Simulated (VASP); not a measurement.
```
CELL_PARAMETERS angstrom
      4.03276     0.00000     0.00000
      0.00000     3.82018     0.00000
      0.00000     0.00000     3.92501
ATOMIC_POSITIONS crystal
  Ti 0.00000 0.00000 0.00000
  Pt 0.00000 0.50000 0.50000
  Pt 0.50000 0.00000 0.50000
  Pt 0.50534 0.50000 0.00000
```

All values below come from PBE GGA + U (Dudarev), VASP's PBE PAW potentials (set 64) (plane waves; VASP). Numerical set-up: 400 eV cut-off, 7×7×7 Γ-centred mesh, first-order Methfessel-Paxton smearing of 0.10 eV, potentials Ti_sv Pt, U − J: Ti 6.00 eV.

**Question.** Which forces act on the atoms, in eV/Å?

**Answer.** 
```tsv
atom	Fx	Fy	Fz
Ti1	0.072	0.000	0.000
Pt2	0.119	0.000	0.000
Pt3	-0.021	0.000	0.000
Pt4	-0.170	0.000	0.000
```

**Question.** Give the stress tensor in GPa (positive for a compressed cell).

**Answer.** 
```
 4.88   0.00   0.00
 0.00  13.54   0.00
 0.00   0.00   9.45
```
The pressure is its mean diagonal, 9.29 GPa.

The compound is Pt3Ti in the L1_2 structure. The cell was not relaxed at this level, atoms are displaced from their ideal sites. The run is one of a series of settings (LDAU = .TRUE., LDAUJ = 0 0, LDAUL = 2 -1, LDAUTYPE = 2, LDAUU = 6.0 0 against the base run), some of them coarse on purpose.
